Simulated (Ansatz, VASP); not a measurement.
Li2Cu in VASP and in Ansatz

File INCAR:

```
  ALGO = Normal
  EDIFF = 1E-6
  ENCUT = 520
  GGA = PE
  ISIF = 2
  ISMEAR = 0
  LASPH = True
  LCHARG = True
  LELF = True
  LREAL = False
  LVHAR = True
  LWAVE = False
  NBANDS = 16
  NELM = 100
  PREC = Accurate
  SIGMA = 0.1
```

File KPOINTS:

```
k-points
0
Gamma
  6 6 4
```

The input POSCAR:

```
Li2Cu
1.0
    2.9695048800      0.0000000000      0.0000000000
   -1.4847524400      2.5716666600      0.0000000000
    0.0000000000      0.0000000000      7.0608084000
Li Cu
2 1
Direct
    0.6666666700      0.3333333300      0.6725480300
    0.3333333300      0.6666666700      0.3274519700
    0.0000000000      0.0000000000      0.0000000000
```

Input for Ansatz:

```yaml
crystal:
  lattice:
    - [2.96950488, 0.0, 0.0]
    - [-1.48475244, 2.57166666, 0.0]
    - [0.0, 0.0, 7.0608084]
  atoms:
    - { symbol: Li, position: [0.66666667, 0.33333333, 0.67254803] }
    - { symbol: Li, position: [0.33333333, 0.66666667, 0.32745197] }
    - { symbol: Cu, position: [0.0, 0.0, 0.0] }
basis:
  ecutwfc: 420
kpoints:
  mp_grid: { grid: [6, 6, 4] }
hamiltonian:
  xc: pbe
scf:
  occupations: { method: gaussian, width: 0.1 }
  lower_state_search: "off"
output:
  forces: true
  stress: true
  eigenvalues: true
```

Alike in both runs: task single point; functional PBE; k mesh 6 × 6 × 4; occupations gaussian, width 0.1 eV; no spin polarisation.

|  | VASP | Ansatz |
| --- | --- | --- |
| version | VASP 6.6.1 | Ansatz 0.2.0 |
| potentials or method | VASP PAW PBE potentials, release 64 (Li_sv, Cu) | scalar-relativistic, plane waves, PAW |
| plane-wave cutoff (eV) | 520 | 420 |
| valence electrons in the cell | 17 | 25 |

|  | VASP | Ansatz | Ansatz less VASP |
| --- | --- | --- | --- |
| gap on the k mesh at the Fermi level (eV) | none | none | - |
| rms of the force components (eV/Å) | 0.227 | 0.229 | +0.0023 |

Atom by atom the forces differ by 0.002 eV/Å (rms over components). A gap of «none» marks a metal or a gap that the smearing closes. The functional is the same, so the differences come from potentials, cutoffs and numerics. The two sets of potentials don't hold the same shells in valence.

Caveats: the k mesh is coarse (spacing up to 0.41 Å⁻¹), so the values aren't converged.
